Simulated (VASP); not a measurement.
A convergence study with VASP on Si (diamond): a few settings are varied, all else stays as given below, so the limit is that of these other settings. The cell's lengths are 1 % over those of the tabulated start and one atom is moved, so it is off equilibrium.

```
Si
1.0
    0.00000     2.74266     2.74266
    2.74266     0.00000     2.74266
    2.74266     2.74266     0.00000
Si
2
Direct
  0.00000   0.00000   0.00000
  0.23895   0.26105   0.26105
```

All values below come from PBEsol GGA, VASP's PBE PAW potentials (set 64) (plane waves; VASP 6.6.1). The last row used: 900 eV cut-off, 7×7×7 Γ-centred mesh, Gaussian smearing of 0.050 eV, potentials Si_sv_GW.

Gaps are read on the run's mesh, which can miss a band edge. Energies of different potentials or hybrids have different zeros.

| setting | E (eV/atom) | pressure (GPa) | largest force (eV/Å) | gap on the mesh (eV) | plane waves |
|---|---|---|---|---|---|
| ENCUT = 520, POTCAR Si | -5.7258 | -2.28 | 0.766 | 0.180 | 1139 |
| ENCUT = 700, POTCAR Si | -5.7257 | -2.27 | 0.766 | 0.180 | 1807 |
| ENCUT = 900, POTCAR Si | -5.7257 | -2.27 | 0.766 | 0.180 | 2637 |
| ENCUT = 300, POTCAR Si_GW | -5.7261 | -2.38 | 0.768 | 0.183 | 531 |
| ENCUT = 400, POTCAR Si_GW | -5.7273 | -2.29 | 0.767 | 0.182 | 760 |
| ENCUT = 520, POTCAR Si_GW | -5.7271 | -2.30 | 0.767 | 0.182 | 1139 |
| ENCUT = 700, POTCAR Si_GW | -5.7270 | -2.29 | 0.767 | 0.182 | 1807 |
| ENCUT = 900, POTCAR Si_GW | -5.7270 | -2.29 | 0.767 | 0.182 | 2637 |
| ENCUT = 300, POTCAR Si_sv_GW | 53.2234 | -3247.43 | 1.551 | 0.404 | 531 |
| ENCUT = 400, POTCAR Si_sv_GW | -2.6584 | -307.92 | 0.760 | 0.204 | 760 |
| ENCUT = 520, POTCAR Si_sv_GW | -5.6360 | -30.02 | 0.766 | 0.186 | 1139 |
| ENCUT = 700, POTCAR Si_sv_GW | -5.7333 | -2.98 | 0.765 | 0.184 | 1807 |
| ENCUT = 900, POTCAR Si_sv_GW | -5.7349 | -3.19 | 0.765 | 0.184 | 2637 |

Left out are rungs that failed or repeat a setting and relaxations that didn't move; long series are thinned to 24 rows.

The compound is Si in the diamond structure. The cell was not relaxed at this level, it is distorted from the ideal structure.
